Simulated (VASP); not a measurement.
A convergence study with VASP on BAs (zinc blende): one setting is varied, all else stays as given below, so the limit is that of these other settings.

```yaml
crystal:
  lattice:
    - [0.00000, 2.39000, 2.39000]
    - [2.39000, 0.00000, 2.39000]
    - [2.39000, 2.39000, 0.00000]
  atoms:
    - { symbol: B, position: [0.00000, 0.00000, 0.00000] }
    - { symbol: As, position: [0.25000, 0.25000, 0.25000] }
```

Method: PBE GGA, VASP's PBE PAW potentials (set 64) (plane waves; VASP). The tightest run used: 700 eV cut-off, 15×15×15 Monkhorst-Pack mesh, Gaussian smearing of 0.050 eV, potentials B As.

```json
[
 {"setting": "1×1×1 mesh", "E (eV/atom)": "5.5658", "pressure (GPa)": "108.19", "irreducible k-points": "1"},
 {"setting": "2×2×2 mesh", "E (eV/atom)": "-5.6322", "pressure (GPa)": "3.26", "irreducible k-points": "2"},
 {"setting": "3×3×3 mesh", "E (eV/atom)": "-5.3853", "pressure (GPa)": "5.53", "irreducible k-points": "4"},
 {"setting": "4×4×4 mesh", "E (eV/atom)": "-5.7042", "pressure (GPa)": "3.14", "irreducible k-points": "10"},
 {"setting": "5×5×5 mesh", "E (eV/atom)": "-5.6766", "pressure (GPa)": "3.32", "irreducible k-points": "10"}
]
```

Task: These are the cheaper rows. Estimate the results at 15×15×15 mesh, and how far the last row shown lies from them.

Result: 
```
quantity        tightest run  last row shown is off by
--------------  ------------  ------------------------
E (eV/atom)          -5.7047                    0.0281
pressure (GPa)          3.16                      0.16
```

Left out are rungs that failed or repeat a setting and relaxations that didn't move; long series are thinned to 24 rows.

The compound is BAs in the zinc blende structure. The cell was not relaxed at this level.
